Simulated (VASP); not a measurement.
Consider the following.

```yaml
crystal:
  lattice:
    - [1.46327, -2.53446, 0.00000]
    - [1.46327, 2.53446, 0.00000]
    - [0.00000, 0.00000, 4.63445]
  atoms:
    - { symbol: Ti, position: [0.33333, 0.66667, 0.25000] }
    - { symbol: Ti, position: [0.66667, 0.33333, 0.75000] }
```

Method: revPBE GGA, VASP's PBE PAW potentials (set 64) (plane waves; VASP). Settings: 520 eV cut-off, 14×14×8 Γ-centred mesh, first-order Methfessel-Paxton smearing of 0.10 eV, potentials Ti_sv.

Problem. Predict the energy per atom (σ→0), pressure, band gap (on the k-mesh) with the smallest direct gap where there is one.

Solution. 
The band gap (on the k-mesh) is none (metal, semimetal or under 0.01 eV), the energy per atom (σ→0) is -7.515 eV/atom and the pressure is 3.37 GPa.

Only differences to runs with the same potentials and settings are physical.

The compound is Ti in the hcp structure. This cell is one point of a volume scan, at 0.97 of the reference volume.
